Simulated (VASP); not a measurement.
Write the native input for VASP 6.6.1 that does the following.

```
Task                    : density of states
Functional              : PBEsol
Potentials or basis     : VASP PAW PBE potentials, release 64 (O, H, Tm)
Cutoff                  : 520 eV
k mesh                  : 6 × 5 × 4, shifted
Occupations             : methfessel-paxton, width 0.0249 eV
Spin                    : no spin polarisation
Dipole correction       : no
k mesh for the DOS      : 9 × 8 × 6
Occupations for the DOS : tetrahedron
Further INCAR settings  : ALGO = Normal; EDIFF = 1e-07; NBANDS = 26
```

Crystal: TmH2O2.

```
O H Tm
1.0
     3.18085    0.16762    0.10833
    -0.65405    4.07112    0.37428
    -0.22026   -0.55683    4.10962
O H Tm
2 2 1
Direct
  0.85869 0.80313 0.77130
  0.74214 0.96239 0.27488
  0.43775 0.84289 0.93304
  0.82565 0.60685 0.32230
  0.30250 0.32511 0.63339
```

The cell was built by a generator and needn't be a form met in nature.

One way to write it, as run:

POSCAR

```
TmH2O2
1.0
    3.1808470000      0.1676160000      0.1083310000
   -0.6540470000      4.0711240000      0.3742760000
   -0.2202610000     -0.5568290000      4.1096180000
O H Tm
2 2 1
Direct
    0.8586920000      0.8031300000      0.7713040000
    0.7421410000      0.9623910000      0.2748850000
    0.4377540000      0.8428860000      0.9330410000
    0.8256540000      0.6068520000      0.3222970000
    0.3025010000      0.3251110000      0.6333920000
```

INCAR.step1

```
SYSTEM = TmH2O2
PREC = Accurate
ENCUT = 520
EDIFF = 1E-7
ISMEAR = 1
SIGMA = 0.0249
LREAL = .FALSE.
LASPH = .TRUE.
NELM = 100
ALGO = Normal
ISIF = 2
LWAVE = .FALSE.
LCHARG = .TRUE.
LMAXMIX = 6
GGA = PS
NBANDS = 26
```

KPOINTS.step1

```
Automatic mesh
0
Gamma
  6 5 4
  0.5 0 0
```

INCAR.step2

```
SYSTEM = TmH2O2
PREC = Accurate
ENCUT = 520
EDIFF = 1E-7
ISMEAR = -5
SIGMA = 0.0249
LREAL = .FALSE.
LASPH = .TRUE.
NELM = 100
ALGO = Normal
ISIF = 2
LWAVE = .FALSE.
LCHARG = .FALSE.
LMAXMIX = 6
GGA = PS
LORBIT = 11
NBANDS = 26
NEDOS = 2001
ICHARG = 11
```

KPOINTS.step2

```
regular mesh
0
G
  9 8 6
  0 0 0
```

Potentials or basis: VASP PAW PBE potentials, release 64 (O, H, Tm).

Launch:

```bash
$ cat potpaw_PBE.64/O/POTCAR potpaw_PBE.64/H/POTCAR potpaw_PBE.64/Tm/POTCAR > POTCAR
$ cp INCAR.step1 INCAR
$ cp KPOINTS.step1 KPOINTS
$ mpirun -np 1 vasp_std > vasp.out
$ cp INCAR.step2 INCAR
$ cp KPOINTS.step2 KPOINTS
$ mpirun -np 1 vasp_std > vasp.out
```

It gave:

```json
{
 "Valence electrons inside the program's atomic spheres": "O 4.83, 4.78; H 0.36, 0.41; Tm 20.95"
}
```

Caveat: the k mesh is coarse (spacing up to 0.38 Å⁻¹), so the values aren't converged; an odd number of electrons without spin polarisation forces a metal; a magnetic or distorted state may lie lower; the run has no spin polarisation, though such a crystal can be magnetic; without U or exact exchange the open f shell lies at the Fermi level, which spoils levels, moments and volumes.

Wall time 5.3 min on 1 thread of Intel(R) Xeon(R) Platinum 8375C CPU @ 2.90GHz (Ice Lake), on a shared host, peak memory 0.42 GiB.
